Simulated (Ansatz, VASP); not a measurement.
## Cross-check of SnSe2 between VASP and Ansatz

One calculation is typed for both programs; each brings its own data sets. How far apart do they land? The cell is taken from a series of runs on this material, whose earlier steps may have relaxed, scaled, displaced or heated it; both programs get it as it stands.

Calculated with Ansatz 0.2.0; plane waves, with VASP 6.6.1 beside it; zone-centre phonons at PBEsol with D3(BJ).

## (1) The starting structure

It takes space group P-3m1 (No. 164, trigonal). Conventional cell: a = 3.790 Å, b = 3.790 Å, c = 5.766 Å, α = 90.00°, β = 90.00°, γ = 120.00°. Nearest to Se lie 3 Sn at 2.70 Å. Nearest to Sn lie 6 Se at 2.70 Å. Farther neighbours and most contacts between anions are not listed.

## (2) Ansatz: zone-centre phonons, PBEsol with D3(BJ)

Ansatz runs on its PAW soft_1 files.

Second derivatives magnify differences that forces hide, and they need a tight electronic threshold.

Contents of input.yaml:

```yaml
crystal:
  lattice:
    - [3.7902135184, 0.0, 0.0]
    - [-1.8951067592, 3.2824211927, 0.0]
    - [0.0, 0.0, 5.76557398]
  atoms:
    - { symbol: Se, position: [0.3333333333, 0.6666666667, 0.2750457176] }
    - { symbol: Se, position: [0.6666666667, 0.3333333333, 0.7249542824] }
    - { symbol: Sn, position: [0.0, 0.0, 0.0] }
kpoints:
  mp_grid: { grid: [12, 12, 6] }
hamiltonian:
  xc: pbesol
  dispersion: d3bj
  pseudopotentials: { kind: paw, azcp: { folder: soft_1 }, xc_functional: pbe }
scf:
  occupations: { method: gaussian, width: 0.02 }
output:
  eigenvalues: true
phonons:
  method: dfpt
```

Launch:

```
ansatz run input.yaml --threads 4 --pin off --max-ram 10240MiB --backend cpu --events-out ev --progress --plain --runs-dir out
```

Numbers of over 12 decimals in the logs are rounded to 6 here.

The log of the run:

```text
Engine: ansatz 0.2.0, aarch64-unknown-linux-gnu
Pseudopotentials: kind: paw
Pseudopotential: Se, paw, valence charge 16, recommended cutoff 420 eV (normal), soft_1/Se.paw.azcp
Pseudopotential: Sn, paw, valence charge 14, recommended cutoff 420 eV (normal), soft_1/Sn.paw.azcp
Functional definition: PBEsol
  exchange = pbesol_x
  correlation = pbesol_c
Crystal: 3 atoms, lattice volume = 71.730 Å³
Basis set: ecut = 420 eV, 1411 PW (Γ), exchange–correlation on 54×54×80 points (8 copies of the dense FFT grid, shifted against one another)
Bands: 28, of which v1, the nominal top of the filled ones, is band 23 counted from 1 (22 counted from 0)
Symmetry: 12 space group operations
k-points: 242 of 864 (irreducible under 2 space group operations, time reversal used)
Non-local potential: Se, projectors of the file, l = 0: 2, l = 1: 2, l = 2: 3, l = 3: 1
Non-local potential: Sn, projectors of the file, l = 0: 2, l = 1: 2, l = 2: 2, l = 3: 1
PAW form: soft (Blöchl's): semilocal exchange-correlation on the pseudo side does not see the compensation charge
PAW frozen core: Se, regenerated for the run's functional, and the local potential with it (the file was generated under x = pbe(κ = 0.804, μ = 0.219515), c = pbe(β = 0.066725))
PAW frozen core: Sn, regenerated for the run's functional, and the local potential with it (the file was generated under x = pbe(κ = 0.804, μ = 0.219515), c = pbe(β = 0.066725))
PAW one-centre angular grid: Se, 590 points (default); XC on 64 Gauss nodes
PAW one-centre angular grid: Sn, 590 points (default); XC on 64 Gauss nodes
Initial density: superposition of atomic densities (chi_scale 0.1, normalization cell, long waves kept (reshape's long-wave potential 0.07 eV rms))
Initial wavefunctions: pseudopotential atomic-orbital guess
Functional: x = pbesol(κ = 0.804, μ = 0.123457), c = pbesol(β = 0.046)
SCF iter   1: F=—  HF=-16800.783900 eV  |F-HF|=—  |Δ(HF+E_count)|=         —  Δρ=3.32e-2  dr2=1.71e0  ethr=3.10e-3  ⟨swp⟩=7.1  Hψ=31142  notcnv=0
preconditioner: auto → LDOS  [metal: Δε(μ)=0.010 eV  Ē_g=9.945 eV  σ=0.020 eV  W_gap=0.26  n_scr=22 (ndim 8)  ℏωp=17.5 eV  f_vac=0.012  D(μ)=0.74/eV (n_scr^D=2)  β→1.0]
SCF iter   2: F=—  HF=-16801.029887 eV  |F-HF|=—  |Δ(HF+E_count)|=   2.46e-1  Δρ=2.91e-2  dr2=2.67e0  ethr=3.10e-3  ⟨swp⟩=3.9  Hψ=14147  notcnv=0  defer=236
preconditioner: auto → Resta (q_TF=auto, 2.534 Å⁻¹)  ε∞=3.0  [insulator: Δε(μ)=0.269 eV  Ē_g=15.659 eV  σ=0.020 eV  W_gap=1.00  n_scr=22 (ndim 8)  ℏωp=22.4 eV  f_vac=0.030  D(μ)=0.00/eV (n_scr^D=0)  ε∞_Penn≈3.0  β→0.5]
SCF iter   3: F=—  HF=-16800.341116 eV  |F-HF|=—  |Δ(HF+E_count)|=   6.89e-1  Δρ=7.97e-3  dr2=4.05e-2  ethr=3.10e-3  ⟨swp⟩=3.1  Hψ=10921  notcnv=0  defer=240
SCF iter   4: F=—  HF=-16800.335713 eV  |F-HF|=—  |Δ(HF+E_count)|=   5.40e-3  Δρ=1.25e-3  dr2=1.24e-3  ethr=8.81e-5  ⟨swp⟩=3.7  Hψ=12809  notcnv=0  defer=240
SCF iter   5: F=—  HF=-16800.335086 eV  |F-HF|=—  |Δ(HF+E_count)|=   6.27e-4  Δρ=5.11e-4  dr2=1.42e-4  ethr=2.69e-6  ⟨swp⟩=2.0  Hψ=13068  notcnv=0  defer=240
SCF iter   6: F=—  HF=-16800.335118 eV  |F-HF|=—  |Δ(HF+E_count)|=   3.24e-5  Δρ=1.44e-4  dr2=2.66e-5  ethr=3.09e-7  ⟨swp⟩=2.0  Hψ=9682  notcnv=0  defer=240
SCF iter   7: F=—  HF=-16800.335113 eV  |F-HF|=—  |Δ(HF+E_count)|=   5.13e-6  Δρ=3.80e-5  dr2=1.29e-6  ethr=5.78e-8  ⟨swp⟩=2.0  Hψ=12102  notcnv=0  defer=240
SCF iter   8: F=—  HF=-16800.335113 eV  |F-HF|=—  |Δ(HF+E_count)|=   1.51e-7  Δρ=1.38e-5  dr2=1.25e-7  ethr=2.81e-9  ⟨swp⟩=2.0  Hψ=12257  notcnv=0  defer=240
SCF iter   9: F=—  HF=-16800.335113 eV  |F-HF|=—  |Δ(HF+E_count)|=   9.81e-8  Δρ=3.53e-6  dr2=1.35e-8  ethr=2.72e-10  ⟨swp⟩=2.0  Hψ=9683  notcnv=0  defer=240
SCF iter  10: F=—  HF=-16800.335113 eV  |F-HF|=—  |Δ(HF+E_count)|=  2.18e-10  Δρ=6.56e-7  dr2=3.88e-10  ethr=2.94e-11  ⟨swp⟩=2.0  Hψ=9692  notcnv=0  defer=240
SCF iter  11: F=—  HF=-16800.335113 eV  |F-HF|=—  |Δ(HF+E_count)|=  2.33e-10  Δρ=1.31e-7  dr2=1.64e-11  ethr=1.00e-12  ⟨swp⟩=2.1  Hψ=9745  notcnv=0  defer=240
SCF iter  12: F=-16800.335113 eV  HF=-16800.335113 eV  |F-HF|=7.28e-12  |Δ(HF+E_count)|=  1.46e-11  Δρ=3.81e-8  dr2=1.70e-12  ethr=1.00e-12  ⟨swp⟩=12.0  Hψ=37415  notcnv=0
SCF 1 converged in 12 iterations: F = -16800.335113 eV  dr2 = 1.70e-12
  greatest PAW one-centre occupation: 1.000 electrons in one spin orbital (limit 2), on the Se atom at site 1 (counted from 0), in its partial waves of l = 2
DFPT response loops at Γ: preconditioner auto → Kerker (q_TF=auto, 2.534 Å⁻¹) (partly filled bands, converged f_vac=0.023); β = 1.00, the filter's whole step (`scf.mixing.beta` (0.50) is not read by the response loops under this deck's `scf.mixing.preconditioner`; to damp them name `kerker` or `kerker_dos`, under which they read `scf.mixing.beta`, and type it under 1.00, their step now; both keys bind the ground state too); Broyden in place of MSR1
SCF converged after 12 iterations
Free energy (F): -16800.335113 eV
Harris-Foulkes:  -16800.335113 eV  (|F-HF|=7.28e-12)
Internal energy: -16800.335086 eV  (E = F + TS)
E sigma→0 (E₀):  -16800.335099 eV
Entropy (-TS):   -0.000027 eV (-0.009 meV/atom)
Fermi energy:    9.291556 eV
--- Per-component energies (eV) ---
  E_band       = -826.866109
  E_kinetic    = 391.685639
  E_local      = -6198.165698  (includes V_loc(G=0)·N_el)
  E_nonlocal   = -558.225891
  E_hartree    = 3252.264636
  E_xc         = -294.082483
  E_vxc        = -261.536699  (∫ρ·V_xc dr)
  E_paw        = -8470.571815  (= ΣΔE_a)
  E_vpaw       = -705.152261  (= ΣTr[D̂ρ^β])
  E_aug_tail   = -0.000482  (compensation charges beyond the density's cutoff)
  E_ewald      = -4924.475945
  E_disp       = -1.064790  (pairwise vdW)
  E_core_change = 2.301743  (= ΣΔE_core)
  E_smearing   = -0.000027  (= −TS)
  E_closure    = -0.000000  (closes the sum)
  Σ components = -16800.335113   (vs F -16800.335113, Δ=0.00e0)
--- Band table (eV; the first three rows and the last of 242) ---
  k-point 0: bands = [... 19 lower, 8.3135, 8.3800, 8.3800, 9.0915, 9.8032, 11.9415, 13.6133, 13.6133, ... 1 higher]
  k-point 1: bands = [... 19 lower, 8.1864, 8.1864, 8.5426, 8.5426, 10.5529, 11.9627, 13.4627, 13.4627, ... 1 higher]
  k-point 2: bands = [... 19 lower, 8.0899, 8.0899, 8.7138, 8.7138, 11.2962, 11.9558, 13.1848, 13.1848, ... 1 higher]
  k-point 241: bands = [... 19 lower, 4.9017, 5.6317, 8.4398, 8.4927, 11.1459, 13.2149, 13.8107, 14.6457, ... 1 higher]
--- Phonons (Γ-DFPT): 4 representative perturbations + reference, on 242 of 864 k-points (Σ response iterations 12) ---
  k mesh reduced under 2 symmetry operations, with k and −k counted as one. Each operation leaves every solved perturbation unchanged. A smaller set is not used because it would not reduce the number of displacements times k-points to solve
  ASR residual: 3.288e-5 → 0.000e0 eV/Å²; symmetrization residual: 1.192e-5 eV/Å²
  pairwise dispersion correction: d3bj (s6 = 1.0, s8 = 2.9491, a1 = 0.4466, a2_bohr = 6.1742), with the weights of each atom's references fixed at the reference crystal's, and the forces and stress that the weights' published response gives there kept as a pressure on the atom's counted neighbours (hamiltonian.dispersion)
  ASR residual per site (eV/Å²): 3.09e-5 3.09e-5 3.29e-5
  Γ frequencies (cm⁻¹): 0.00 0.00 0.00 133.18 133.18 148.53 148.53 182.15 243.70
  non-analytic LO–TO correction: not included (Born effective charges unavailable; polar crystals: no LO–TO splitting at Γ)
```

The column dr2 measures how far the density is from self-consistency, as an energy; F and HF (Harris–Foulkes) agree once it is small.

[end of part 1 of 2]

[Lines on the potential files, build, host, timing and source positions are cut from VASP's logs without a mark.]

[Logs are printed without paths, hosts, clocks, repeated set-up lines and the standing remarks that a program may print on its own settings, such as how far it seeks lower states.]

[Hosts, paths, dates, database ids (printed as entryN), source tags and the programs' standing remarks are cut or masked in the printed files.]
